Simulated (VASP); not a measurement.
# Pd₆Br: molecular dynamics with a thermostat, by thermostat

Pd₆Br, slab, 14 atoms in the cell. PBE, molecular dynamics; PAW potentials Pd, Br (PBE set).

| Thermostat | Mean temperature (K) | Rise of the mean potential energy above the start (meV/atom) | Electronic steps per ionic step after the first | Time (s) |
|---|---|---|---|---|
| friction on the slab alone, molecule free | 540 | -13.0 | 5.6 | 792 |
| friction on all atoms | 414 | -15.0 | 5.9 | 907 |
| friction on the molecule alone | 382 | -23.5 | 5.7 | 833 |
| Nose-Hoover on all atoms | 301 | -25.9 | 6.3 | 807 |
| none (NVE) | 492 | -17.8 | 6.3 | 964 |

Limits: 234 fs of 14 atoms are too short for converged averages; the cell is only 4.8 Å across, so each atom moves in step with near copies of itself.

## Input of the first row

INCAR:
```
GGA = PE
PREC = Normal
ENCUT = 250
EDIFF = 1E-5
NELMIN = 4
NELM = 60
ALGO = Fast
LREAL = Auto
LASPH = T
ISMEAR = -1
SIGMA = 0.05
ISYM = 0
LWAVE = F
LCHARG = F
IBRION = 0
NSW = 156
POTIM = 1.5
TEBEG = 300
TEEND = 300
ISIF = 0
RANDOM_SEED = 24246 0 0
MDALGO = 3
LANGEVIN_GAMMA = 20 0
KPAR = 2
NCORE = 2
```

KPOINTS:
```
k-points
0
Monkhorst-Pack
  2 2 1
```

POSCAR:
```
Pd6Br
1.0
    5.5010079149      0.0000000000      0.0000000000
   -2.7505039575      4.7640126007      0.0000000000
    0.0000000000      0.0000000000     23.7059541542
Pd Br
12 2
Selective dynamics
Direct
    0.3333333333      0.1666666667      0.3374679605  F F F
    0.3333333333      0.6666666667      0.3374679605  F F F
    0.8333333333      0.1666666667      0.3374679605  F F F
    0.8333333333      0.6666666667      0.3374679605  F F F
    0.6666666667      0.3333333333      0.4322026867  T T T
    0.6666666667      0.8333333333      0.4322026867  T T T
    0.1666666667      0.3333333333      0.4322026867  T T T
    0.1666666667      0.8333333333      0.4322026867  T T T
    0.0000000000      0.5000000000      0.5269374130  T T T
    0.0000000000      0.0000000000      0.5269374130  T T T
    0.5000000000      0.5000000000      0.5269374130  T T T
    0.5000000000      0.0000000000      0.5269374130  T T T
    0.2500000000      0.5000000000      0.6627682671  T T T
   -0.1008344857      0.5408302106      0.7139959035  T T T
```

Commands:
```
cat potpaw_PBE.64/Pd/POTCAR potpaw_PBE.64/Br/POTCAR > POTCAR
mpirun -np 4 vasp_std > vasp.out
```

Changes of the last row against the first:
```
- MDALGO = 3
- LANGEVIN_GAMMA = 20 0
+ MDALGO = 1
+ ANDERSEN_PROB = 0.0
```

VASP 6.6.1 took 792 s on 4 cores (Intel Xeon 6975P-C (Granite Rapids)), a shared host.
